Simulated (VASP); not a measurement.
Input:

```yaml
crystal:
  lattice:
    - [3.97779, 0.00000, 0.00000]
    - [0.00000, 3.97779, 0.00000]
    - [0.00000, 0.00000, 3.97779]
  atoms:
    - { symbol: Sr, position: [0.00000, 0.00000, 0.00000] }
    - { symbol: Ti, position: [0.50000, 0.50000, 0.50000] }
    - { symbol: O, position: [0.50000, 0.00000, 0.50000] }
    - { symbol: O, position: [0.00000, 0.50000, 0.50000] }
    - { symbol: O, position: [0.50000, 0.50000, 0.00000] }
```

Calculation: RPBE GGA, VASP's PBE PAW potentials (set 64) (plane waves; VASP). Settings: 520 eV cut-off, 5×5×5 Γ-centred mesh, Gaussian smearing of 0.050 eV, potentials Sr_sv Ti_sv O.

Q: Predict the energy per atom (σ→0).

A: 
The energy per atom (σ→0) is -7.623 eV/atom.

Only differences to runs with the same potentials and settings are physical.

The compound is SrTiO3 in the cubic perovskite structure, the ideal cubic form; the compound distorts at low or room temperature. It was relaxed first, which changed the volume by +6 %. The start is the result of an earlier pass.
